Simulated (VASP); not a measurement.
Energy against volume of YN (rock salt). These are r2SCAN+rVV10, VASP's PBE PAW potentials (set 64) (plane waves; VASP 6.6.1) values and carry that method's errors. Numerical set-up: 520 eV cut-off, 9×9×9 Γ-centred mesh, Gaussian smearing of 0.050 eV, potentials Y_sv N.

| V (Å³/atom) | E (eV/atom) |
|---|---|
| 14.148 | -16.56330 |
| 14.586 | -16.57110 |
| 15.024 | -16.56471 |
| 15.461 | -16.54610 |

**Question.** Fit these four points and predict the energy of the run at 13.711 Å³/atom.

**Answer.** A cubic in V^(−2/3), the third-order Birch-Murnaghan form, passes through the four points with V0 = 14.60 Å³/atom and B0 = 172 GPa, and gives -16.5391 eV/atom there. The run gave -16.5389 eV/atom, +0.3 meV/atom from the fit; all five points give B0 = 173 GPa.

The compound is YN in the rock salt structure. It was relaxed first.
